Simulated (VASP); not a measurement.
PtSe2:

```
Pt Se
1.0
     3.71731    0.00000    0.00000
    -1.85865    3.21928    0.00000
     0.00000    0.00000    5.82007
Pt Se
1 2
Cartesian
  0.0000 0.0000 0.0000
  1.8587 1.0731 4.5083
  0.0000 2.1462 1.3118
```

The cell is a database's computed one.

| Quantity | Value |
| --- | --- |
| Program | VASP 6.6.1 |
| Task | relaxation of cell and atoms |
| Functional | PBEsol |
| Potentials or basis | VASP PAW PBE potentials, release 64 (Pt, Se) |
| Cutoff | 580 eV |
| k mesh | 9 × 9 × 6 |
| Occupations | gaussian, width 0.02 eV |
| Spin | no spin polarisation |

At the start: pressure -1.8 GPa; volume 23.22 Å³/atom.

Question: How do energy, volume and symmetry change on relaxing?

Answer: Over 33 steps the energy falls by 24.5 meV/atom and the volume is 19.86 Å³/atom (-14.5 %); space group P-3m1 (No. 164, to 0.05 Å).

Step by step:
```csv
step,energy change (eV),largest force (eV/Å),pressure (GPa),volume (Å³)
1,0.0000,0.2128,-1.78,69.65
2,0.0096,0.4311,3.13,67.08
3,-0.0069,0.0310,0.04,68.62
4,-0.0088,0.0571,-0.02,68.52
5,-0.0117,0.1370,-0.21,68.21
6,-0.0138,0.1384,-0.19,67.88
7,-0.0203,0.1467,-0.11,66.89
8,-0.0333,0.1759,0.20,64.90
9,-0.0593,0.3031,1.55,60.91
10,0.1293,0.0291,10.07,52.87
11,-0.0443,0.5678,3.34,60.14
12,-0.0228,0.5446,5.91,56.51
13,-0.0421,0.5963,4.27,58.82
14,-0.0405,0.5903,4.57,58.34
15,-0.0406,0.5873,4.59,58.32
16,-0.0411,0.5792,4.57,58.26
17,-0.0419,0.5633,4.54,58.14
18,-0.0429,0.5330,4.50,57.89
19,-0.0434,0.4721,4.44,57.41
20,-0.0448,0.4618,4.32,57.47
21,-0.0489,0.4314,3.92,57.64
22,-0.0559,0.3706,3.15,57.98
23,-0.0657,0.2493,1.68,58.67
24,-0.0694,0.0145,-1.02,60.07
25,-0.0705,0.0867,-0.20,59.63
26,-0.0707,0.0827,-0.19,59.63
27,-0.0715,0.0703,-0.17,59.62
28,-0.0726,0.0441,-0.11,59.61
29,-0.0735,0.0098,-0.04,59.59
30,-0.0735,0.0117,-0.04,59.59
31,-0.0736,0.0057,0.02,59.57
32,-0.0736,0.0057,0.02,59.57
33,-0.0736,0.0048,0.02,59.58
```

Final structure:
```yaml
crystal:
  lattice:
    - [3.75829, 0.00000, 0.00000]
    - [-1.87915, 3.25478, 0.00000]
    - [0.00000, 0.00000, 4.87032]
  atoms:
    - { symbol: Pt, position: [0.00000, 0.00000, 0.00000] }
    - { symbol: Se, position: [0.66667, 0.33333, 0.73894] }
    - { symbol: Se, position: [0.33333, 0.66667, 0.26106] }
```

Caveat: the PAW data sets were made with another functional, which shifts forces and pressure a little; this functional lacks dispersion, which binds the layers, so the pressure and a relaxed spacing across them are unreliable.
